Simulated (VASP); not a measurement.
Runs of VASP 6.6.1 on Pt2F. It takes space group Fm-3m (No. 225, cubic). Conventional cell: a = 5.705 Å, b = 5.705 Å, c = 5.705 Å, α = 90.00°, β = 90.00°, γ = 90.00°. Pt (site symmetry -43m) has 4 F at 2.47 Å as nearest neighbours. F (site symmetry m-3m) is surrounded by 8 Pt at 2.47 Å. The cell was built by a generator and needn't be a form met in nature.

```tsv
task	level	cell	cutoff (eV)	smearing	other keys	gap on the mesh (eV)	pressure (GPa)	relaxed volume (Å³/atom)
single point	PBE	as given	520	fermi-dirac 0.05 eV	-	none	-0.3	-
density of states	PW91+D4	as given	520	gaussian 0.1 eV	PREC = High	none	-3.1	-
relaxation of cell and atoms	PBE	relaxed	600	gaussian 0.05 eV	-	none	0.0	(a)
relaxation of cell and atoms	RPBE	relaxed	600	gaussian 0.05 eV	-	none	0.0	15.96
```

Alike in all rows: potentials or basis VASP PAW PBE potentials, release 64 (Pt, F); no spin polarisation; k mesh 8 × 8 × 8.

**Question.** Estimate the missing entries.

**Answer.** (a) 15.43.

Caveats: an odd number of electrons without spin polarisation forces a metal; a magnetic or distorted state may lie lower; the PAW data sets were made with another functional, which shifts forces and pressure a little (some runs); pairwise dispersion overbinds metals, which lowers pressure and volume (some runs).

A k mesh can miss the band edges, and the runs leave out spin-orbit coupling on Pt.

A gap of «none» marks a metal or a gap under the smearing width.
